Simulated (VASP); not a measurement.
Wanted: the native input for a VASP 6.6.1 run.

| Item | Value |
| --- | --- |
| Task | electric field gradients |
| Functional | PBE |
| Potentials or basis | VASP PAW PBE potentials, release 64 (Na_pv, Fe, H, N, F) |
| Cutoff | 520 eV |
| k mesh | 4 × 4 × 4 |
| Occupations | fermi-dirac, width 0.02 eV |
| Spin | collinear spin, typed start |
| Starting moments | [0.0, 5.0, 0.0, 0.0, 0.0, 0.0, 0.0, 0.0, 0.0, 0.0, 0.0, 0.0, 0.0, 0.0, 0.0, 0.0, 0.0, 0.0] μB |
| Dipole correction | no |
| Further INCAR settings | LREAL = Auto; ALGO = Normal; EDIFF = 1e-08; NBANDS = 56 |

The structure of NaFeH8N2F6 lies in POSCAR:

```
NaFeH8N2F6
1.0
    0.0000000000      4.3013630000      4.3013630000
    4.3013630000      0.0000000000      4.3013630000
    4.3013630000      4.3013630000      0.0000000000
Na Fe H N F
1 1 8 2 6
Direct
    0.5000000000      0.5000000000      0.5000000000
    0.0000000000      0.0000000000      0.0000000000
    0.8191300000      0.8191300000      0.8191300000
    0.5426100000      0.8191300000      0.8191300000
    0.8191300000      0.5426100000      0.8191300000
    0.8191300000      0.8191300000      0.5426100000
    0.1808700000      0.1808700000      0.1808700000
    0.4573900000      0.1808700000      0.1808700000
    0.1808700000      0.4573900000      0.1808700000
    0.1808700000      0.1808700000      0.4573900000
    0.7500000000      0.7500000000      0.7500000000
    0.2500000000      0.2500000000      0.2500000000
    0.7793100000      0.2206900000      0.2206900000
    0.7793100000      0.7793100000      0.2206900000
    0.2206900000      0.7793100000      0.2206900000
    0.2206900000      0.2206900000      0.7793100000
    0.7793100000      0.2206900000      0.7793100000
    0.2206900000      0.7793100000      0.7793100000
```

The cell comes from a database or a generator and needn't be the stable form of this composition.

One way to write it, as run:

INCAR

```
ALGO = Normal
EDIFF = 1E-8
ENCUT = 520
GGA = PE
ISIF = 2
ISMEAR = -1
ISPIN = 2
LASPH = T
LCHARG = F
LEFG = T
LMAXMIX = 4
LORBIT = 11
LREAL = Auto
LWAVE = F
MAGMOM = 0 5 0 0 0 0 0 0 0 0 0 0 0 0 0 0 0 0
NBANDS = 56
NELM = 150
PREC = Accurate
SIGMA = 0.02
```

KPOINTS

```
k-points
0
Gamma
  4 4 4
```

Potentials or basis: VASP PAW PBE potentials, release 64 (Na_pv, Fe, H, N, F).

Launch:

```bash
$ cat potpaw_PBE.64/Na_pv/POTCAR potpaw_PBE.64/Fe/POTCAR potpaw_PBE.64/H/POTCAR potpaw_PBE.64/N/POTCAR potpaw_PBE.64/F/POTCAR > POTCAR
$ mpirun -np 1 vasp_std > vasp.out
```

Results of the run:

```json
{"Pressure": "4.3 GPa", "Largest force": "1.174 eV/Å", "Band gap on the k mesh": "1.41 eV, direct", "Net moment": "5.00 μB per cell", "Site moments": "Na +0.01; Fe +4.13; H +0.00; N -0.00; F +0.12 μB", "Valence electrons inside the program's atomic spheres": "Na 6.01; Fe 6.89; H 0.69; N 4.08; F 6.10"}
```

Caveat: a cell with one magnetic atom can't hold antiferromagnetic order, which such compounds often take; forces of over 1 eV/Å show positions far from the minimum, so gaps and moduli don't describe the material at rest.

It took 7 min on 1 thread of Intel(R) Xeon(R) Platinum 8259CL CPU @ 2.50GHz (Skylake/Cascade Lake), on a shared host, peak memory 0.46 GiB.
